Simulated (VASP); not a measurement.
Input:

```yaml
crystal:
  lattice:
    - [4.07133, 0.00000, 0.00000]
    - [0.00000, 4.07133, 0.00000]
    - [0.00000, 0.00000, 27.10911]
  atoms:
    - { symbol: Sc, position: [0.00000, 0.00000, 0.31112] }
    - { symbol: Sc, position: [0.00000, 0.00000, 0.46189] }
    - { symbol: Sc, position: [0.00000, 0.00000, 0.61206] }
    - { symbol: Al, position: [0.50000, 0.50000, 0.31474] }
    - { symbol: Al, position: [0.00000, 0.50000, 0.38607] }
    - { symbol: Al, position: [0.50000, 0.00000, 0.38607] }
    - { symbol: Al, position: [0.50000, 0.50000, 0.46251] }
    - { symbol: Al, position: [0.00000, 0.50000, 0.53718] }
    - { symbol: Al, position: [0.50000, 0.00000, 0.53718] }
    - { symbol: Al, position: [0.50000, 0.50000, 0.61356] }
    - { symbol: Al, position: [0.00000, 0.50000, 0.68881] }
    - { symbol: Al, position: [0.50000, 0.00000, 0.68881] }
```

All values below come from PBEsol GGA, VASP's PBE PAW potentials (set 64) (plane waves; VASP). Settings: PREC = Normal, 400 eV cut-off, 7×7×1 Γ-centred mesh, first-order Methfessel-Paxton smearing of 0.10 eV, potentials Sc_sv Al.

**Question.** Estimate the energy per atom (σ→0), band gap (on the k-mesh) with the smallest direct gap where there is one.

**Answer.** 
The band gap (on the k-mesh) is none (metal, semimetal or under 0.01 eV). The energy per atom (σ→0) is -4.929 eV/atom.

Only differences to runs with the same potentials and settings are physical.

The cell is a thin slab with vacuum, built from Al3Sc (L1_2): (100) face.
